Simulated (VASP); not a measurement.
# C (Diamond): exact exchange and RPA correlation, part 6 of 6

How do semilocal functionals compare with the RPA for C (Diamond), and at what cost? The scan starts from a database cell scaled to its smallest volume. The start is a cell from a database of measured crystal structures.

VASP 6.6.1, plane waves and PAW; the level of theory is named at each step.

So far. Step 31 (Exact exchange, volume ratio 1.06): The Hartree-Fock energy on these orbitals is -15.0592 eV an atom. Step 32 (Empty bands, volume ratio 1.06): WAVECAR now holds 288 bands for 8 electrons.

## 33. RPA correlation, volume ratio 1.06

This step: RPA correlation on LDA orbitals; plane waves and PAW (C_GW) (VASP 6.6.1).

RPA correlation at this point.

The input, INCAR:

```
SYSTEM = C
PREC = Accurate
ENCUT = 460
ISMEAR = 0
SIGMA = 0.05
LREAL = .FALSE.
GGA = CA
NBANDS = 288
ALGO = ACFDT
ENCUTGW = 200
NOMEGA = 12
PRECFOCK = Fast
LWAVE = .FALSE.
LCHARG = .FALSE.
```

The input, POSCAR:

```
C
1.0
    0.0000000000      1.8183469191      1.8183469191
    1.8183469191      0.0000000000      1.8183469191
    1.8183469191      1.8183469191      0.0000000000
C
2
Direct
    0.7500000000      0.7500000000      0.7500000000
    0.5000000000      0.5000000000      0.5000000000
```

The input, KPOINTS:

```
Automatic mesh
0
Gamma
8 8 8
0 0 0
```

Potentials, in the order of the species: C_GW (LDA family, release 64).

On the command line:

```console
$ mpirun -np 4 vasp_std
```

Log:

```text
[banner, memory and clock lines left out]
running    4 mpi-ranks, on    1 nodes
[...]
LDA part: xc-table for (Slater(with rela. corr.)+CA(PZ))
 , standard interpolation
 found WAVECAR, reading the header
 POSCAR, INCAR and KPOINTS ok, starting setup
[...]
reading WAVECAR
 the WAVECAR file was read successfully
 initial charge from wavefunction
 available memory per node:    181.06 GB, setting MAXMEM to    185410

 The Fermi energy was updated, please check that it is located mid-gap
 values below the HOMO (VB) or above the LUMO (CB) will cause erroneous energies
 E-fermi :  10.9054

 the WAVEDER file was read successfully
 set NWRITE>2 for more details about minimax calculation
 number of imaginary grid points requested:      12
 number of distinct grids requested:  1
 quadrature errors minimized for energies in [ 0.396E+01, 0.464E+03 ]
 bosonic grid (T=0, re) determined with error: 0.3433E-08
 bosonic grid (re): 0.3433E-08
       0.8602       2.7603       5.2503       8.9044      14.6234
[...]
NQ=  23    0.5000    0.2500    0.1250,
|.........|.........|.........|.........
 performed     159689000 updates of chi_q(r,r)
 total number of BLAS operations       7364.45 Gflops
NQ=  24   -0.3750    0.2500    0.1250,
|.........|.........|.........|.........
 performed     166632000 updates of chi_q(r,r)
 total number of BLAS operations       7702.39 Gflops
NQ=  25    0.5000    0.3750    0.1250,
|.........|.........|.........|.........
 performed     173575000 updates of chi_q(r,r)
 total number of BLAS operations       8040.34 Gflops
NQ=  26   -0.3750    0.3750    0.1250,
|.........|.........|.........|.........
 performed     180518000 updates of chi_q(r,r)
 total number of BLAS operations       8378.28 Gflops
NQ=  27   -0.2500    0.3750    0.1250,
|.........|.........|.........|.........
 performed     187461000 updates of chi_q(r,r)
 total number of BLAS operations       8716.22 Gflops
NQ=  28   -0.3750    0.5000    0.1250,
|.........|.........|.........|.........
 performed     194404000 updates of chi_q(r,r)
 total number of BLAS operations       9071.72 Gflops
NQ=  29   -0.2500    0.5000    0.2500,
|.........|.........|.........|.........
 performed     201347000 updates of chi_q(r,r)
 total number of BLAS operations       9463.66 Gflops
 entering main loop
```

It took 3.1 min on 4 MPI ranks of AMD EPYC 7R43, shared host; peak memory 1.2 GiB.

From OUTCAR (step 33):

```text
      cutoff energy     smooth cutoff   RPA   correlation   Hartree contr. to MP2
---------------------------------------------------------------------------------
            200.000           160.000      -12.9320958374      -20.4155953830
            190.476           152.381      -12.8430370354      -20.3149170590
            181.406           145.125      -12.7479310493      -20.2068544416
            172.768           138.214      -12.6463731869      -20.0909555259
            164.541           131.632      -12.5382279355      -19.9670537713
            156.705           125.364      -12.4232807545      -19.8349125425
            149.243           119.394      -12.3012713403      -19.6938536169
            142.136           113.709      -12.1721535346      -19.5429734569
  linear regression

[... 2 parts as in an earlier step ...]

[... 2 further parts left out ...]
[key lines of the parts left out:]
E-fermi :  10.9054
```

The correlation energy is -7.0324 eV an atom, -23 meV against the point before. With exact exchange the total is -22.0916 eV an atom.

## 34. Comparison: r2SCAN, volume ratio 1.06

This step: r2SCAN; plane waves and PAW (C_GW) (VASP 6.6.1).

The comparison at this point.

The input, INCAR:

```
SYSTEM = C
PREC = Accurate
ENCUT = 460
EDIFF = 1E-06
NELM = 100
ISMEAR = 0
SIGMA = 0.05
LREAL = .FALSE.
ALGO = Normal
METAGGA = R2SCAN
LASPH = .TRUE.
NBANDS = 10
LWAVE = .FALSE.
LCHARG = .FALSE.
KPAR = 4
```

POSCAR is that of step 33.

KPOINTS is that of step 33.

On the command line:

```console
$ mpirun -np 4 vasp_std
```

Log:

```text
[... set-up lines as in an earlier step ...]
 entering main loop
       N       E                     dE             d eps       ncg     rms          rms(c)
DAV:   1    -0.615239E+01   -0.61524E+01   -0.45981E+03   588   0.743E+02
DAV:   2    -0.400881E+02   -0.33936E+02   -0.31959E+02   826   0.206E+02
DAV:   3    -0.407780E+02   -0.68997E+00   -0.68689E+00   692   0.230E+01
DAV:   4    -0.407806E+02   -0.26168E-02   -0.26164E-02   674   0.164E+00
[...]
DAV:   9    -0.375688E+02   -0.80551E-04   -0.33645E-05   742   0.944E-02    0.114E-02
DAV:  10    -0.375688E+02   -0.47241E-05   -0.17086E-06   714   0.167E-02    0.240E-03
DAV:  11    -0.375688E+02    0.25784E-07   -0.34202E-07   338   0.624E-03
   1 F= -.37568845E+02 E0= -.37568845E+02  d E =-.117104E-19
```

The job ended after 4.4 s (4 MPI ranks; peak memory 0.33 GiB).

Parts of OUTCAR (step 34):

```text
  Total       -2.1553564     -2.1553564     -2.1553564      0.0000000      0.0000000      0.0000000
  in kB     -287.1900904   -287.1900904   -287.1900904      0.0000000      0.0000000      0.0000000
  external PRESSURE =    -287.1900904 kB  Pullay stress =       0.0000000 kB

 POSITION                                       TOTAL-FORCE (eV/Angst)
 -----------------------------------------------------------------------------------
      2.72752      2.72752      2.72752         0.000000      0.000000      0.000000
      1.81835      1.81835      1.81835        -0.000000     -0.000000     -0.000000
 -----------------------------------------------------------------------------------
    total drift:                                0.000000     -0.000000      0.000000

  FREE ENERGIE OF THE ION-ELECTRON SYSTEM (eV)
  ---------------------------------------------------
  free  energy   TOTEN  =       -37.5688452480 eV

  energy  without entropy=      -37.5688452480  energy(sigma->0) =      -37.56884525

[... 2 parts as in an earlier step ...]

[... 1 further part left out ...]
[key lines of the parts left out:]
E-fermi :   9.4382
```

Its energy is -18.7844 eV an atom, on a zero of its own.

## 35. Orbitals for comparison: HSE06, volume ratio 1.06

This step: LDA; plane waves and PAW (C_GW) (VASP 6.6.1).

Starting orbitals, as before.

The input, INCAR:

```
SYSTEM = C
PREC = Accurate
ENCUT = 460
EDIFF = 1E-05
NELM = 100
ISMEAR = 0
SIGMA = 0.05
LREAL = .FALSE.
ALGO = Normal
GGA = CA
NBANDS = 10
LORBIT = 11
LWAVE = .TRUE.
LCHARG = .FALSE.
KPAR = 4
```

POSCAR is that of step 34.

KPOINTS is that of step 34.

On the command line:

```console
$ mpirun -np 4 vasp_std
```

Log:

```text
[... set-up lines as in an earlier step ...]
 entering main loop
       N       E                     dE             d eps       ncg     rms          rms(c)
[... 8 cycles as in an earlier step ...]
DAV:   9    -0.201454E+02   -0.80633E-05   -0.20188E-05   648   0.460E-02
   1 F= -.20145428E+02 E0= -.20145428E+02  d E =-.123214E-24
 writing wavefunctions
```

It took 1.2 s on 4 MPI ranks; peak memory 0.27 GiB.

Parts of OUTCAR (step 35):

```text
  Total       -2.8140267     -2.8140267     -2.8140267      0.0000000      0.0000000      0.0000000
  in kB     -374.9544993   -374.9544993   -374.9544993      0.0000000      0.0000000      0.0000000
  external PRESSURE =    -374.9544993 kB  Pullay stress =       0.0000000 kB

 POSITION                                       TOTAL-FORCE (eV/Angst)
 -----------------------------------------------------------------------------------
      2.72752      2.72752      2.72752        -0.000000     -0.000000     -0.000000
      1.81835      1.81835      1.81835         0.000000      0.000000      0.000000
 -----------------------------------------------------------------------------------
    total drift:                                0.000000     -0.000000      0.000000

  FREE ENERGIE OF THE ION-ELECTRON SYSTEM (eV)
  ---------------------------------------------------
  free  energy   TOTEN  =       -20.1454277641 eV

  energy  without entropy=      -20.1454277641  energy(sigma->0) =      -20.14542776

[... 2 parts as in an earlier step ...]

[... 1 further part left out ...]
[key lines of the parts left out:]
E-fermi :   9.2721
```

The run ends at a pressure of -37.50 GPa.

## 36. Comparison: HSE06, volume ratio 1.06

This step: HSE06; plane waves and PAW (C_GW) (VASP 6.6.1).

The comparison at this point.

The input, INCAR:

```
SYSTEM = C
PREC = Accurate
ENCUT = 460
EDIFF = 1E-06
NELM = 100
ISMEAR = 0
SIGMA = 0.05
LREAL = .FALSE.
ALGO = Normal
LHFCALC = .TRUE.
AEXX = 0.25
GGA = PE
HFSCREEN = 0.2
LASPH = .TRUE.
NBANDS = 10
PRECFOCK = Fast
LWAVE = .FALSE.
LCHARG = .FALSE.
KPAR = 4
```

POSCAR is that of step 35.

KPOINTS is that of step 35.

The WAVECAR or CHGCAR of an earlier step is read.

On the command line:

```console
$ mpirun -np 4 vasp_std
```

Log:

```text
[... set-up lines as in an earlier step ...]
 entering main loop
       N       E                     dE             d eps       ncg     rms          rms(c)
DAV:   1    -0.210338E+02   -0.21034E+02   -0.67134E-01   748   0.120E+01    0.505E-01
DAV:   2    -0.210364E+02   -0.25699E-02   -0.55772E-03   636   0.636E-01    0.326E-01
DAV:   3    -0.210355E+02    0.82170E-03   -0.37513E-04   688   0.231E-01    0.190E-01
DAV:   4    -0.210353E+02    0.26259E-03   -0.10282E-04   786   0.139E-01    0.111E-01
DAV:   5    -0.210352E+02    0.80937E-04   -0.28742E-05   800   0.747E-02    0.644E-02
DAV:   6    -0.210352E+02    0.24474E-04   -0.84507E-06   804   0.405E-02    0.377E-02
DAV:   7    -0.210352E+02    0.70967E-05   -0.26492E-06   632   0.224E-02    0.221E-02
DAV:   8    -0.210352E+02    0.17611E-05   -0.76198E-07   302   0.121E-02    0.131E-02
DAV:   9    -0.210352E+02    0.33426E-06   -0.43395E-07   312   0.675E-03
   1 F= -.21035152E+02 E0= -.21035152E+02  d E =-.474053E-15
```

It took 90 s on 4 MPI ranks; peak memory 0.7 GiB.

OUTCAR, selected parts (step 36):

```text
 POSITION                                       TOTAL-FORCE (eV/Angst)
 -----------------------------------------------------------------------------------
      2.72752      2.72752      2.72752        -0.000000      0.000000     -0.000000
      1.81835      1.81835      1.81835         0.000000     -0.000000      0.000000
 -----------------------------------------------------------------------------------
    total drift:                                0.000000      0.000000     -0.000000

  FREE ENERGIE OF THE ION-ELECTRON SYSTEM (eV)
  ---------------------------------------------------
  free  energy   TOTEN  =       -21.0351520240 eV

  energy  without entropy=      -21.0351520240  energy(sigma->0) =      -21.03515202

[... 2 parts as in an earlier step ...]

[... 1 further part left out ...]
[key lines of the parts left out:]
E-fermi :   8.7890
```

Its energy is -10.5176 eV an atom, on a zero of its own.

## 37. Summary

This step: exact exchange and RPA correlation on LDA orbitals, beside r2SCAN, beside HSE06; plane waves and PAW (VASP 6.6.1).

No new run; the numbers come from the runs before.

This step gave:

| Property | Result |
| --- | --- |
| equilibrium volume, EXX+RPA | 5.735 Å³/atom |
| bulk modulus | 438.2 GPa |

Table of energy above the lowest point by volume; values in meV/atom:

```csv
volume (Å³/atom),LDA,EXX,EXX+RPA,r2SCAN,HSE06
5.218,24.6,32.8,72.2,49.1,33.6
5.445,0,1.77,21.0,9.49,2.88
5.615,1.000,0,3.41,0,0
5.785,15.0,13.2,0,4.32,10.9
6.012,53.7,52.7,16.8,30.7,45.9
```

Cost is wall time times ranks on a shared host; the RPA row holds all its steps. Fits of the equation of state:

```csv
level,V0 (Å³/atom),B0 (GPa),fit error (meV/atom),minimum inside the series,cost a point (core minutes)
LDA,5.523,458.1,0.1839,yes,0.1
EXX,5.551,504.3,0.1384,yes,1.85
EXX+RPA,5.735,438.2,0.1692,yes,14.27
r2SCAN,5.642,448.2,0.1577,yes,0.33
HSE06,5.566,466.1,0.1622,yes,6.61
```

## 38. Outcome

| Property | Result |
| --- | --- |
| LDA | V0 5.523 Å³/atom, B0 458 GPa |
| EXX | V0 5.551 Å³/atom, B0 504 GPa |
| EXX+RPA | V0 5.735 Å³/atom, B0 438 GPa |
| r2SCAN | V0 5.642 Å³/atom, B0 448 GPa |
| HSE06 | V0 5.566 Å³/atom, B0 466 GPa |

In words: Exact exchange with RPA correlation puts the minimum at 5.735 Å³ an atom, with a bulk modulus of 438 GPa. LDA puts the volume 3.7 % below EXX+RPA, at roughly 1/143 of its cost. r2SCAN puts the volume 1.6 % below EXX+RPA, at roughly 1/43 of its cost. HSE06 puts the volume 3.0 % below EXX+RPA, at roughly 1/2 of its cost. Correlation widens the exact-exchange volume by 3.3 %. Exact exchange and correlation are taken on one coarse mesh and aren't self-consistent; the correlation energy is extrapolated in the response cutoff by the program, which at the first volume adds -602 meV an atom to the value at the highest cutoff and varies with the volume; a small fit error says nothing about that part. NBANDS follows the largest plane-wave count of any k point, which rises in steps with the volume. The cheaper functionals share the mesh. Not tabulated here, as repeats of values shown or as unfit to read for their mesh, reference level or band range: eps2 curves (empty bands); eps1 curves and static values (empty bands); gaps (empty bands).

[Long decimals in the printed logs are rounded to 6 places.]

[Lines on the potential files, build, host, timing and source positions are cut from VASP's logs without a mark.]

[Logs are printed without paths, hosts, clocks, repeated set-up lines and the standing remarks that a program may print on its own settings, such as how far it seeks lower states.]

[Hosts, paths, dates, database ids (printed as entryN), source tags and the programs' standing remarks are cut or masked in the printed files.]

[Measured values are set beside computed ones only where the two were judged alike; some that the calculation misses by far are left out.]

[Pressures printed for these runs are not shown converged in the cutoff: they can be off by several GPa and have the wrong sign.]
